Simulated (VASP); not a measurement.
Level of theory: PBE GGA, VASP's PBE PAW potentials (set 64) (plane waves; VASP).

VASP ran on this input.

INCAR:
```
# general
SYSTEM   =  Sn
PREC     =  Accurate
ENCUT    =  400   # plane-wave cut-off (eV)
LREAL    =  .False.   # projection in real space or not
LASPH    =  .True.

# electronic loop
EDIFF    =  1E-6
NELM     =  100
ALGO     =  Normal
LMAXMIX  =  4   # l cut-off of mixed one-centre charges

# smearing
ISMEAR   =  1
SIGMA    =  0.1   # width (eV)

# functional
GGA      =  PE

# ions
ISIF     =  2   # forces and stress, cell fixed

# output
LWAVE    =  .False.
LCHARG   =  .False.
```

POSCAR:
```
Sn
1
    4.5723620000     0.0000000000     0.0000000000
   -2.2861810000     3.9597810000     0.0000000000
    0.0000000000     0.0000000000    12.4533760000
Sn
4
Direct
  0.0000000000   0.0000000000   0.2500000000
  0.0000000000   0.0000000000   0.7500000000
  0.3333330000   0.6666670000   0.2500000000
  0.6666670000   0.3333330000   0.7500000000
```

### KPOINTS
```
Automatic mesh
0
Gamma
6 6 2
0 0 0
```

POTCAR, in this order: Sn_d (PBE.64 set). Program: vasp_std.

### Question
What will the output report for the number of irreducible k-points (NKPTS), number of bands (NBANDS), largest plane-wave count, number of space-group operations, FFT grid (NGX, NGY, NGZ)?

### Answer

```
Property                                       Value
--------------------------------------  ------------
number of irreducible k-points (NKPTS)            14
number of bands (NBANDS)                          33
largest plane-wave count                        4132
number of space-group operations                  24
FFT grid (NGX, NGY, NGZ)                30 × 30 × 84
```

The structure was generated: Sn was put into the graphite type (P6_3/mmc), which need not be its known phase. The cell was not relaxed at this level.
